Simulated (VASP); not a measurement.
Given:

```xyz
2
Lattice="3.1473 0.0000 0.0000 0.0000 3.1473 0.0000 0.0000 0.0000 3.1473" Properties=species:S:1:pos:R:3 pbc="T T T"
Zn     1.5737     1.5737     1.5737
Au     0.0000     0.0000     0.0000
```

All values below come from r2SCAN meta-GGA, VASP's PBE PAW potentials (set 64) (plane waves; VASP). Settings: 480 eV cut-off, 10×10×10 Γ-centred mesh, first-order Methfessel-Paxton smearing of 0.10 eV, potentials Zn Au.

Energy and stress use the plane-wave basis of the starting cell.

Task: The ions, cell shape and volume at an external pressure of 20.0 GPa are relaxed. Give the cell that the relaxation ends in.

Result: 
```xyz
2
Lattice="3.0386 0.0000 0.0000 0.0000 3.0386 0.0000 0.0000 0.0000 3.0386" Properties=species:S:1:pos:R:3 pbc="T T T"
Zn     1.5193     1.5193     1.5193
Au     0.0000     0.0000     0.0000
```
Space group Pm-3m (221), at a tolerance of 0.03 Å.

Task: How do energy and volume change from the first to the last step?

Result: The energy (σ→0) changes by +88.0 meV/atom and the volume by -10.0 %, in 7 ionic steps.

The compound is AuZn in the CsCl type structure. This run relaxes it under an external pressure of 20 GPa. Symmetry was kept, so distortions that lower it aren't found. The electron count is odd and the run is not spin-polarised, which forces a metal.
